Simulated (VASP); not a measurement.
# CeMg6W (Amm2) in VASP: a series of runs

The runs below take CeMg6W through single point, with PBE.

Everything below comes from runs of VASP 6.6.1. Logs are shortened: lines on timing, memory, paths and dates and some standing lists are left out, and cuts for length are marked.

## Step 1: The crystal as given

The structure is orthorhombic, space group Amm2 (No. 38). Conventional cell: a = 4.860 Å, b = 6.368 Å, c = 11.519 Å, α = 90.00°, β = 90.00°, γ = 90.00°. W (site symmetry mm2) is surrounded by 2 Ce at 2.70 Å and 2 Mg at 3.08 Å. Ce (site symmetry mm2) is surrounded by 2 W at 2.70 Å and 2 Mg at 3.04 Å. Around Mg (site symmetry mm2) lie 10 Mg at 3.07 to 3.31 Å and 2 W at 3.20 Å. Mg (site symmetry m) has 8 Mg at 2.95 to 3.31 Å and 1 W at 3.08 Å and 2 Ce at 3.26 Å as nearest neighbours. Mg (site symmetry mm2) is surrounded by 10 Mg at 3.07 to 3.45 Å and 2 Ce at 3.21 Å. Around Mg (site symmetry m) lie 7 Mg at 2.95 to 3.26 Å and 1 Ce at 3.04 Å and 2 W at 3.23 Å.

The cell comes from a database or a generator and needn't be the stable form of this composition.

## Step 2: Single point, PBE, collinear spin, ferromagnetic start

INCAR

```
PREC = Accurate ; ENCUT = 520
EDIFF = 1E-6 ; ISMEAR = 0
SIGMA = 0.02 ; LREAL = F
LASPH = T ; NELM = 100
ALGO = Fast ; ISIF = 2
LWAVE = F ; LCHARG = F
ISPIN = 2 ; MAGMOM = 0 1 0 0 0 0 0 0
LORBIT = 11 ; LMAXMIX = 6
GGA = PE ; NBANDS = 33
```

KPOINTS

```
Automatic mesh
0
Gamma
  6 5 5
```

POSCAR

```
CeMg6W
1.0
    4.8596700000      0.0000000000      0.0000000000
    0.0000000000      3.1842285000      5.7595695000
    0.0000000000     -3.1842285000      5.7595695000
W Ce Mg
1 1 6
Direct
    0.5000000000      0.6976920000      0.6976920000
    0.0000000000      0.7990490000      0.7990490000
    0.5000000000      0.1730130000      0.1730130000
    0.5000000000      0.1793920000      0.6719680000
    0.5000000000      0.6719680000      0.1793920000
    0.0000000000      0.3355940000      0.3355940000
    0.0000000000      0.3279630000      0.8153290000
    0.0000000000      0.8153290000      0.3279630000
```

Potentials or basis: VASP PAW PBE potentials, release 64 (W_sv, Ce, Mg).

Command:

```console
cat potpaw_PBE.64/W_sv/POTCAR potpaw_PBE.64/Ce/POTCAR potpaw_PBE.64/Mg/POTCAR > POTCAR
mpirun -np 1 vasp_std > vasp.out
```

OUTCAR:

```text
PREC = Accurate
   ENCUT = 520
   EDIFF = 1E-6
   ISMEAR = 0
   LREAL = F
   LASPH = T
   NELM = 100
   ISIF = 2
   ISPIN = 2
   LORBIT = 11
   GGA = PE

 ion  position               nearest neighbor table
   1  0.500  0.698  0.698-   2 2.70   2 2.70   5 3.08   4 3.08   3 3.20   3 3.20   8 3.23   7 3.23
                             7 3.23   8 3.23   4 3.50   5 3.50
   2  0.000  0.799  0.799-   1 2.70   1 2.70   8 3.04   7 3.04   6 3.21   6 3.21   5 3.26   4 3.26
                             4 3.26   5 3.26
   3  0.500  0.173  0.173-   6 3.07   6 3.07   8 3.15   7 3.15   7 3.15   8 3.15   1 3.20   1 3.20
                             5 3.28   4 3.28   4 3.31   5 3.31
   4  0.500  0.179  0.672-   7 2.95   7 2.95   6 3.07   6 3.07   1 3.08   5 3.14   5 3.23   2 3.26
                             2 3.26   3 3.28   3 3.31   1 3.50
   5  0.500  0.672  0.179-   8 2.95   8 2.95   6 3.07   6 3.07   1 3.08   4 3.14   4 3.23   2 3.26
                             2 3.26   3 3.28   3 3.31   1 3.50
   6  0.000  0.336  0.336-   3 3.07   3 3.07   5 3.07   4 3.07   4 3.07   5 3.07   8 3.13   7 3.13
                             2 3.21   2 3.21   8 3.45   7 3.45
   7  0.000  0.328  0.815-   4 2.95   4 2.95   2 3.04   8 3.10   6 3.13   3 3.15   3 3.15   1 3.23
                             1 3.23   8 3.26   6 3.45
   8  0.000  0.815  0.328-   5 2.95   5 2.95   2 3.04   7 3.10   6 3.13   3 3.15   3 3.15   1 3.23
                             1 3.23   7 3.26   6 3.45

  LATTYP: Found a base centered orthorhombic cell.
 ALAT       =     6.3684570000
 B/A-ratio  =     1.8087802116
 C/A-ratio  =     0.7630843704

  Lattice vectors:

 A1 = (   0.0000000000,   3.1842285000,  -5.7595695000)
 A2 = (   0.0000000000,   3.1842285000,   5.7595695000)
 A3 = (   4.8596700000,   0.0000000000,   0.0000000000)

Analysis of symmetry for initial positions (statically):
=====================================================================
 Subroutine PRICEL returns:
 Original cell was already a primitive cell.

 Routine SETGRP: Setting up the symmetry group for a
 base centered orthorhombic supercell.

 Subroutine GETGRP returns: Found  4 space group operations
 (whereof  4 operations were pure point group operations)
 out of a pool of  8 trial point group operations.

The static configuration has the point symmetry C_2v.

Analysis of symmetry for dynamics (positions and initial velocities):
=====================================================================
 Subroutine PRICEL returns:
 Original cell was already a primitive cell.

 Routine SETGRP: Setting up the symmetry group for a
 base centered orthorhombic supercell.

 Subroutine GETGRP returns: Found  4 space group operations
 (whereof  4 operations were pure point group operations)
 out of a pool of  8 trial point group operations.

The dynamic configuration has the point symmetry C_2v.

Analysis of structural, dynamic, and magnetic symmetry:
=====================================================================
 Subroutine PRICEL returns:
 Original cell was already a primitive cell.

 Routine SETGRP: Setting up the symmetry group for a
 base centered orthorhombic supercell.

 Subroutine GETGRP returns: Found  4 space group operations
 (whereof  4 operations were pure point group operations)
 out of a pool of  8 trial point group operations.

The overall configuration has the point symmetry C_2v.

 Subroutine INISYM returns: Found  4 space group operations
 (whereof  4 operations are pure point group operations),
 and found     1 'primitive' translations

----------------------------------------------------------------------------------------

                                     Primitive cell

  volume of cell :     178.2506

  direct lattice vectors                    reciprocal lattice vectors
     4.859670000  0.000000000  0.000000000     0.205775289  0.000000000  0.000000000
     0.000000000  3.184228500  5.759569500     0.000000000  0.157023907  0.086812044
     0.000000000 -3.184228500  5.759569500     0.000000000 -0.157023907  0.086812044

  length of vectors
     4.859670000  6.581181654  6.581181654     0.205775289  0.179423628  0.179423628

  position of ions in fractional coordinates (direct lattice)
     0.500000000  0.697692000  0.697692000
     0.000000000  0.799049000  0.799049000
     0.500000000  0.173013000  0.173013000
     0.500000000  0.179392000  0.671968000
     0.500000000  0.671968000  0.179392000
     0.000000000  0.335594000  0.335594000
     0.000000000  0.327963000  0.815329000
     0.000000000  0.815329000  0.327963000
[... 82 lines left out ...]
   NELM   =    100;   NELMIN=  2; NELMDL= -5     # of ELM steps
   EDIFF  = 0.1E-05   stopping-criterion for ELM
   LREAL  =      F    real-space projection
   EDIFFG = 0.1E-04   stopping-criterion for IOM
   NSW    =      0    number of steps for IOM
   IBRION =     -1    ionic relax: 0-MD 1-quasi-New 2-CG
   NFREE  =      0    steps in history (QN), initial steepest desc. (CG)
   ISIF   =      2    stress and relaxation
   ISYM   =      2    0-nonsym 1-usesym 2-fastsym
   POTIM  = 0.5000    time-step for ionic-motion
   TEBEG  =    0.0;   TEEND  =   0.0 temperature during run
   PSTRESS=    0.0 pullay stress
   NELECT =      38.0000    total number of electrons
   NUPDOWN=      -1.0000    fix difference up-down
   EMIN   =  10.00;   EMAX   =-10.00  energy-range for DOS
   EFERMI =   0.00;   METHOD = LEGACY
   ISMEAR =     0;   SIGMA  =   0.02  broadening in eV -4-tet -1-fermi 0-gaus
   EFERMI_NEDOS =   21; number of points for ismear=-14 and -15
   IALGO  =     68    algorithm
   IMIX   =      4    mixing-type and parameters
     AMIX     =   0.40;   BMIX     =  1.00
     AMIX_MAG =   1.60;   BMIX_MAG =  1.00
  volume/ion in A,a.u.               =      22.28       150.36
  Fermi-wavevector in a.u.,A,eV,Ry     =   0.977970  1.848096 13.012966  0.956426
  Thomas-Fermi vector in A             =   2.108709
   LORBIT       =     11    0 simple, 1 ext, 2 COOP (PROOUT), +10 PAW based schemes
   GGA     = PE    functional components
   LHFCALC =     F    Hartree Fock is set to
   AEXX    =    0.0000 exact exchange contribution
   IVDW    =     0    specifies the selected vdW correction
   LEPSILON=     F    determine dielectric tensor
   LRPA    =     F    only Hartree local field effects (RPA)
 spin polarized calculation
 RMM-DIIS sequential band-by-band and
 Gauss-broadening in eV      SIGMA  =   0.02
  energy-cutoff  :      520.00
  volume of cell :      178.25
 maximum number of plane-waves:      4826
   NGX = 19   NGY = 25   NGZ = 25

 number of electron      38.0000001 magnetization      -0.0033824

 number of electron      38.0000001 magnetization       0.0053193

 Free energy of the ion-electron system (eV)
  ---------------------------------------------------
  ext. energy  EPLUGINS =         0.00000000
  ---------------------------------------------------
  free energy    TOTEN  =       -25.71867885 eV

  energy without entropy =      -25.71767755  energy(sigma->0) =      -25.71817820

 E-fermi :   4.2037     XC(G=0):  -9.4208

 val. band max:        4.1780570872   @ k =   0.5000   0.2000  -0.0000
 cond. band min:       4.2100184940   @ k =   0.0000  -0.4000   0.4000
 fundamental gap:      0.0319614068
 Fermi energy:         4.2036724577

 spin component 1

 k-point     1 :       0.0000    0.0000    0.0000
  band No.  band energies     occupation
      1     -69.3781      1.00000
      2     -33.6446      1.00000
      3     -33.6102      1.00000
      4     -33.5447      1.00000
      5     -30.0024      1.00000
      6     -13.0604      1.00000
[... 805 lines left out ...]
     30       6.1098      0.00000
     31       6.7554      0.00000

 [... further k-points ...]

 spin component 2

 k-point     1 :       0.0000    0.0000    0.0000
  band No.  band energies     occupation
      1     -69.3781      1.00000
      2     -33.6446      1.00000
      3     -33.6103      1.00000
      4     -33.5447      1.00000
      5     -30.0002      1.00000
      6     -13.0586      1.00000
[... 805 lines left out ...]
     30       6.1103      0.00000
     31       6.7558      0.00000

 [... further k-points ...]

 [bands above 31 left out]

------------------------ aborting loop because EDIFF is reached ----------------------------------------

  FORCE on cell =-STRESS in cart. coord.  units (eV):
  Direction    XX          YY          ZZ          XY          YZ          ZX
  --------------------------------------------------------------------------------------
  -------------------------------------------------------------------------------------
  Total       -0.0319445     -0.0726989      0.0181613      0.0000000      0.0000000      0.0000000
  in kB       -0.2871284     -0.6534423      0.1632400      0.0000000      0.0000000      0.0000000
  external PRESSURE =      -0.2591102 kB  Pullay stress =       0.0000000 kB

 VOLUME and BASIS-vectors are now :
 -----------------------------------------------------------------------------
  energy-cutoff  :      520.00
  volume of cell :      178.25
      direct lattice vectors                 reciprocal lattice vectors
     4.859670000  0.000000000  0.000000000     0.205775289  0.000000000  0.000000000
     0.000000000  3.184228500  5.759569500     0.000000000  0.157023907  0.086812044
     0.000000000 -3.184228500  5.759569500     0.000000000 -0.157023907  0.086812044

 POSITION                                       TOTAL-FORCE (eV/Angst)
 -----------------------------------------------------------------------------------
      2.42984      0.00000      8.03681         0.000000     -0.000000     -0.102562
      0.00000      0.00000      9.20436         0.000000     -0.000000     -0.001308
      2.42984      0.00000      1.99296         0.000000     -0.000000      0.080164
      2.42984     -1.56847      4.90347         0.000000     -0.013222      0.004811
      2.42984      1.56847      4.90347         0.000000      0.013222      0.004811
      0.00000      0.00000      3.86575         0.000000     -0.000000      0.011499
      0.00000     -1.55188      6.58487         0.000000     -0.025328      0.001292
      0.00000      1.55188      6.58487         0.000000      0.025328      0.001292
 -----------------------------------------------------------------------------------
    total drift:                                0.000000      0.000000     -0.003146

  FREE ENERGIE OF THE ION-ELECTRON SYSTEM (eV)
  ---------------------------------------------------
  free  energy   TOTEN  =       -25.7186788456 eV

  energy  without entropy=      -25.7176775489  energy(sigma->0) =      -25.71817820

 total charge

# of ion       s       p       d       f       tot
--------------------------------------------------
    1        2.409   6.085   3.424   0.000  11.918
    2        2.064   5.612   1.293   0.996   9.965
    3        0.193   0.128   0.014   0.000   0.335
    4        0.218   0.137   0.015   0.000   0.369
    5        0.218   0.137   0.015   0.000   0.369
    6        0.237   0.132   0.013   0.000   0.382
    7        0.216   0.139   0.015   0.000   0.370
    8        0.216   0.139   0.015   0.000   0.370
--------------------------------------------------
tot          5.771  12.508   4.803   0.996  24.078

 magnetization (x)

# of ion       s       p       d       f       tot
--------------------------------------------------
    1        0.000   0.000  -0.000   0.000  -0.000
    2       -0.000  -0.000   0.000   0.003   0.003
    3       -0.000  -0.000   0.000   0.000  -0.000
    4       -0.000   0.000   0.000   0.000   0.000
    5       -0.000   0.000   0.000   0.000   0.000
    6       -0.000   0.000   0.000   0.000   0.000
    7        0.000   0.000   0.000   0.000   0.000
    8        0.000   0.000   0.000   0.000   0.000
--------------------------------------------------
tot         -0.000   0.000   0.000   0.003   0.003
```

Run time: 36 min. Hardware: 1 thread of Intel Xeon Platinum 8375C at 2.90GHz (Ice Lake), shared host; peak memory 0.62 GiB.

Results:

| Item | Value |
| --- | --- |
| Free energy | -25.7187 eV |
| Pressure | 0.0 GPa |
| Largest force | 0.103 eV/Å |
| Band gap on the k mesh | none (metal or under the smearing width) |
| Net moment | 0.01 μB per cell |
| Valence electrons inside the program's atomic spheres | W 11.92; Ce 9.96; Mg 0.34, 0.37, 0.38 |

Forces on the atoms (eV/Å):
```
W    0.000  0.000 -0.103
Ce   0.000  0.000 -0.001
Mg   0.000  0.000  0.080
Mg   0.000 -0.013  0.005
Mg   0.000  0.013  0.005
Mg   0.000  0.000  0.011
Mg   0.000 -0.025  0.001
Mg   0.000  0.025  0.001
```

Levels at points of the mesh, in eV from the Fermi level:
Spin up:
```
           k point  band 17  band 18  band 19  band 20  band 21  band 22
(0.00, 0.00, 0.00)    -1.06    -0.47     0.08     0.18     0.42     0.47
(0.50, 0.00, 0.00)    -1.01    -0.86    -0.73    -0.17    -0.05     0.48
```
Spin down:
| k point | band 16 | band 17 | band 18 | band 19 | band 20 | band 21 | band 22 | band 23 |
| --- | --- | --- | --- | --- | --- | --- | --- | --- |
| (0.00, 0.00, 0.00) | -1.13 | -1.06 | -0.47 | 0.08 | 0.18 | 0.42 | 0.47 | 0.53 |
| (0.50, 0.00, 0.00) | -1.09 | -1.01 | -0.86 | -0.73 | -0.17 | -0.05 | 0.49 | 0.56 |

Caveat: the magnetic or orbital state may not be the lowest; without U or exact exchange the open f shell lies at the Fermi level, which spoils levels, moments and volumes.

## Step 3: Single point, PBE, collinear spin, ferromagnetic start

run.py

```python
from ase.calculators.vasp import Vasp
from ase.dft.bandgap import bandgap
from ase.io import read

atoms = read('CeMg6W.xyz')
atoms.set_initial_magnetic_moments([0.0, 1.0, 0.0, 0.0, 0.0, 0.0, 0.0, 0.0])
calc = Vasp(
    directory='calc',
    xc='pbe',
    pp='PBE',
    setups={'base': 'minimal', 'W': '_sv'},
    prec='Accurate',
    encut=520,
    ediff=1e-06,
    ismear=0,
    sigma=0.02,
    lreal=False,
    lasph=True,
    nelm=150,
    algo='Fast',
    isif=2,
    lwave=False,
    lcharg=False,
    ispin=2,
    lorbit=11,
    lmaxmix=6,
    kpts=[6, 5, 5],
    gamma=True,
    nbands=33,
)
atoms.calc = calc

print('energy (eV):', atoms.get_potential_energy())
print('free energy (eV):', atoms.get_potential_energy(force_consistent=True))
print('forces (eV/A):')
print(atoms.get_forces())
print('stress (eV/A^3, Voigt):', atoms.get_stress())
print('Fermi level (eV):', calc.get_fermi_level())
print('moment (muB):', atoms.get_magnetic_moment())
print('site moments (muB):', atoms.get_magnetic_moments())
gap, top, bottom = bandgap(calc)
print('band gap (eV):', gap, 'from (spin, k, band)', top, 'to', bottom)
```

CeMg6W.xyz

```xyz
8
Lattice="4.8596700000 0.0000000000 0.0000000000 0.0000000000 3.1842285000 5.7595695000 0.0000000000 -3.1842285000 5.7595695000" Properties=species:S:1:pos:R:3 pbc="T T T"
W      2.4298350000      0.0000000000      8.0368111272
Ce     0.0000000000      0.0000000000      9.2043564988
Mg     2.4298350000      0.0000000000      1.9929607958
Mg     2.4298350000     -1.5684745376      4.9034670895
Mg     2.4298350000      1.5684745376      4.9034670895
Mg     0.0000000000      0.0000000000      3.8657539336
Mg     0.0000000000     -1.5518847071      6.5848697328
Mg     0.0000000000      1.5518847071      6.5848697328
```

Potentials or basis: VASP PAW PBE potentials, release 64 (W_sv, Ce, Mg).

Command:

```console
python run.py
```

Run time: 37 min. Hardware: 1 thread of Intel Xeon Platinum 8375C at 2.90GHz (Ice Lake), shared host; peak memory 0.61 GiB.

The run converged. Its results:

* Free energy: -25.7187 eV
* Pressure: 0.0 GPa
* Largest force: 0.103 eV/Å
* Band gap on the k mesh: none (metal or under the smearing width)
* Net moment: 0.01 μB per cell
* Valence electrons inside the program's atomic spheres: W 11.92; Ce 9.96; Mg 0.34, 0.37, 0.38

Forces on the atoms (eV/Å):
```
W    0.000  0.000 -0.103
Ce   0.000  0.000 -0.001
Mg   0.000  0.000  0.080
Mg   0.000 -0.013  0.005
Mg   0.000  0.013  0.005
Mg   0.000  0.000  0.011
Mg   0.000 -0.025  0.001
Mg   0.000  0.025  0.001
```

Levels at points of the mesh, in eV from the Fermi level:
Spin up:
| k point | band 15 | band 16 | band 17 | band 18 | band 19 | band 20 | band 21 | band 22 | band 23 | band 24 |
| --- | --- | --- | --- | --- | --- | --- | --- | --- | --- | --- |
| (0.00, 0.00, 0.00) | -1.33 | -1.13 | -1.06 | -0.47 | 0.08 | 0.18 | 0.42 | 0.47 | 0.52 | 0.53 |
| (0.50, 0.00, 0.00) | -1.34 | -1.09 | -1.01 | -0.86 | -0.73 | -0.17 | -0.05 | 0.48 | 0.56 | 0.58 |
Spin down:
```csv
k point,band 17,band 18,band 19,band 20,band 21,band 22
"(0.00, 0.00, 0.00)",-1.06,-0.47,0.08,0.18,0.42,0.47
"(0.50, 0.00, 0.00)",-1.01,-0.86,-0.73,-0.17,-0.05,0.49
```

Caveat: the magnetic or orbital state may not be the lowest; without U or exact exchange the open f shell lies at the Fermi level, which spoils levels, moments and volumes. The state reached can hang on the start; a lower one may exist.
